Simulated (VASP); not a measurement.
Output of a VASP run:

File OSZICAR:
```
       N       E                     dE             d eps       ncg     rms          rms(c)
DAV:   1     0.609512023949E+02    0.60951E+02   -0.56883E+03   240   0.916E+02
DAV:   2    -0.499894312542E+01   -0.65950E+02   -0.62566E+02   348   0.162E+02
DAV:   3    -0.881150740136E+01   -0.38126E+01   -0.37275E+01   328   0.409E+01
DAV:   4    -0.889687293004E+01   -0.85366E-01   -0.84485E-01   320   0.581E+00
DAV:   5    -0.889782250962E+01   -0.94958E-03   -0.94921E-03   316   0.557E-01    0.614E+00
DAV:   6    -0.887149187800E+01    0.26331E-01   -0.15857E-02   252   0.992E-01    0.373E+00
DAV:   7    -0.886294719625E+01    0.85447E-02   -0.31378E-02   248   0.167E+00    0.127E-01
DAV:   8    -0.886394395080E+01   -0.99675E-03   -0.96171E-04   292   0.217E-01    0.655E-02
DAV:   9    -0.886419710892E+01   -0.25316E-03   -0.24054E-04   244   0.893E-02    0.152E-02
DAV:  10    -0.886421534855E+01   -0.18240E-04   -0.48863E-05   252   0.415E-02    0.360E-03
DAV:  11    -0.886421746908E+01   -0.21205E-05   -0.31624E-06   284   0.138E-02    0.160E-03
DAV:  12    -0.886421724763E+01    0.22144E-06   -0.56885E-07   120   0.493E-03
   1 F= -.88642172E+01 E0= -.87728168E+01  d E =-.182801E+00
```

OUTCAR:
```
------------------------ aborting loop because EDIFF is reached ----------------------------------------
  FORCE on cell =-STRESS in cart. coord.  units (eV):
  Direction    XX          YY          ZZ          XY          YZ          ZX
  --------------------------------------------------------------------------------------
  Total       -0.2355882     -0.2355882     -0.2355882      0.0000000     -0.0000000     -0.0000000
  in kB       -4.9544763     -4.9544763     -4.9544763      0.0000000     -0.0000000     -0.0000000
  external PRESSURE =      -4.9544763 kB  Pullay stress =       0.0000000 kB
  volume of cell :       76.18
      direct lattice vectors                 reciprocal lattice vectors
     0.000000000  3.364693000  3.364693000    -0.148601968  0.148601968  0.148601968
     3.364693000  0.000000000  3.364693000     0.148601968 -0.148601968  0.148601968
     3.364693000  3.364693000  0.000000000     0.148601968  0.148601968 -0.148601968
 POSITION                                       TOTAL-FORCE (eV/Angst)
 -----------------------------------------------------------------------------------
      0.00000      0.00000      0.00000         0.000000     -0.000000      0.000000
      1.68235      1.68235      1.68235         0.000000      0.000000      0.000000
      5.04704      5.04704      5.04704        -0.000000     -0.000000     -0.000000
 -----------------------------------------------------------------------------------
    total drift:                                0.000000     -0.000000      0.000000
  FREE ENERGIE OF THE ION-ELECTRON SYSTEM (eV)
  ---------------------------------------------------
  free  energy   TOTEN  =        -8.8642172476 eV

  energy  without entropy=       -8.6814163058  energy(sigma->0) =       -8.77281678
```
(Selected blocks of OUTCAR.)

**POSCAR**
```
BaB2
1
    0.0000000000     3.3646930000     3.3646930000
    3.3646930000     0.0000000000     3.3646930000
    3.3646930000     3.3646930000     0.0000000000
Ba B
1 2
Direct
  0.0000000000   0.0000000000   0.0000000000
  0.2500000000   0.2500000000   0.2500000000
  0.7500000000   0.7500000000   0.7500000000
```

Q: Write an INCAR and KPOINTS that could have produced this output.

A: One answer among several that fit: the input of the run itself, PBE GGA, plane waves, VASP's PBE PAW potentials (set 64).

### KPOINTS
```
Automatic mesh
0
Gamma
5 5 5
0 0 0
```

INCAR:
```
SYSTEM = BaB2
PREC = Accurate
ENCUT = 400
EDIFF = 1E-6
NELM = 100
ALGO = Normal
LREAL = .FALSE.
LASPH = .TRUE.
ISMEAR = -1
SIGMA = 0.136
GGA = PE
LMAXMIX = 4
LWAVE = .FALSE.
LCHARG = .FALSE.
ISIF = 2
```

POTCAR, in this order: Ba_sv B (PBE.64 set). Program: vasp_std.

At this cut-off the stress carries a Pulay error, which pulls relaxed volumes low.

The structure was generated: BaB2 was put into an ordered model structure, which need not be its known phase. The cell was not relaxed at this level. The k-mesh is coarse (spacing up to 0.32 per Å, 2π included), so the numbers may not be converged in it.
